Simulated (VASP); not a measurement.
An input for Quantum ESPRESSO's pw.x (written as the equivalent of a VASP run, and not itself run):

```
&CONTROL
  calculation = 'scf'
  pseudo_dir = './pseudo'
  outdir = './out'
  tprnfor = .true.
  tstress = .true.
/
&SYSTEM
  ibrav = 0
  nat = 4
  ntyp = 2
  ecutwfc = 102
  occupations = 'smearing'
  smearing = 'gaussian'
  degauss = 0.0147
  input_dft = 'pbe'
/
&ELECTRONS
  conv_thr = 7.3e-08
  electron_maxstep = 100
/
ATOMIC_SPECIES
  Cd 112.414 Cd.upf
  S 32.060 S.upf
CELL_PARAMETERS angstrom
     2.0700000   -3.5853450    0.0000000
     2.0700000    3.5853450    0.0000000
     0.0000000    0.0000000    6.7200000
ATOMIC_POSITIONS crystal
  Cd   0.6666670  0.3333330  0.5000000
  Cd   0.3333330  0.6666670  0.0000000
  S    0.6666670  0.3333330  0.8770000
  S    0.3333330  0.6666670  0.3770000
K_POINTS automatic
  7 7 4 0 0 0
```

Translate this input to VASP (INCAR, KPOINTS, POSCAR, choice of POTCAR).

One answer among several that fit: 
**INCAR**
```
ALGO=Normal
EDIFF=1E-6
ENCUT=400
GGA=PE
ISIF=2
ISMEAR=0
LASPH=T
LCHARG=F
LMAXMIX=4
LREAL=F
LWAVE=F
NELM=100
PREC=Accurate
SIGMA=0.2
SYSTEM=CdS
```

KPOINTS:
```
Automatic mesh
0
Gamma
7 7 4
0 0 0
```

**POSCAR**
```
CdS
1
    2.0700000000    -3.5853450000     0.0000000000
    2.0700000000     3.5853450000     0.0000000000
    0.0000000000     0.0000000000     6.7200000000
Cd S
2 2
Direct
  0.6666670000   0.3333330000   0.5000000000
  0.3333330000   0.6666670000   0.0000000000
  0.6666670000   0.3333330000   0.8770000000
  0.3333330000   0.6666670000   0.3770000000
```

POTCAR, in this order: Cd S (PBE.64 set). Program: vasp_std.

The two are equivalent in intent, not identical: the potentials are each code's own (VASP's PAW set, PseudoDojo norm-conserving files in pw.x), so ENCUT and ecutwfc are chosen apart and not converted; conv_thr bounds pw.x's estimated SCF error, while EDIFF bounds the energy change between steps.

The compound is CdS in the wurtzite structure. The cell was not relaxed at this level. The run is one of a series of settings (SIGMA = 0.2 against the base run), some of them coarse on purpose.
